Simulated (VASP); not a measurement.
VASP ran on this input.

POSCAR:
```
K
1.0
 -2.6400000000   2.6400000000   2.6400000000
  2.6400000000  -2.6400000000   2.6400000000
  2.6400000000   2.6400000000  -2.6400000000
K
1
Cartesian
  0.0000000000   0.0000000000   0.0000000000
```

KPOINTS:
```
Automatic mesh
0
Gamma
9 9 9
0 0 0
```

### INCAR
```
! general
SYSTEM  =  K
PREC    =  Single
ENCUT   =  400   ! plane-wave cut-off (eV)
LREAL   =  F
LASPH   =  T   ! aspherical one-centre terms

! electronic loop
EDIFF   =  1E-6   ! SCF stop (eV)
NELM    =  100   ! most electronic steps
ALGO    =  Normal

! smearing
ISMEAR  =  1
SIGMA   =  0.1   ! width (eV)

! functional
GGA     =  PE   ! PBE

! ions
ISIF    =  2

! output
LWAVE   =  F
LCHARG  =  F
```

POTCAR, in this order: K_sv (PBE.64 set). Program: vasp_std.

**Question.** Write an equivalent input for Quantum ESPRESSO's pw.x.

**Answer.** One equivalent input (not run):
```
&CONTROL
  calculation = 'scf'
  pseudo_dir = './pseudo'
  outdir = './out'
  tprnfor = .true.
  tstress = .true.
/
&SYSTEM
  ibrav = 0
  nat = 1
  ntyp = 1
  ecutwfc = 74
  occupations = 'smearing'
  smearing = 'methfessel-paxton'
  degauss = 0.00735
  input_dft = 'pbe'
/
&ELECTRONS
  conv_thr = 7.3e-08
  electron_maxstep = 100
/
ATOMIC_SPECIES
  K 39.098 K.upf
CELL_PARAMETERS angstrom
    -2.6400000    2.6400000    2.6400000
     2.6400000   -2.6400000    2.6400000
     2.6400000    2.6400000   -2.6400000
ATOMIC_POSITIONS crystal
  K    0.0000000  0.0000000  0.0000000
K_POINTS automatic
  9 9 9 0 0 0
```
The two are equivalent in intent, not identical: the potentials are each code's own (VASP's PAW set, PseudoDojo norm-conserving files in pw.x), so ENCUT and ecutwfc are chosen apart and not converted; conv_thr bounds pw.x's estimated SCF error, while EDIFF bounds the energy change between steps.

The compound is K in the bcc structure. The cell was not relaxed at this level. The run is one of a series of settings (PREC = Single against the base run), some of them coarse on purpose.
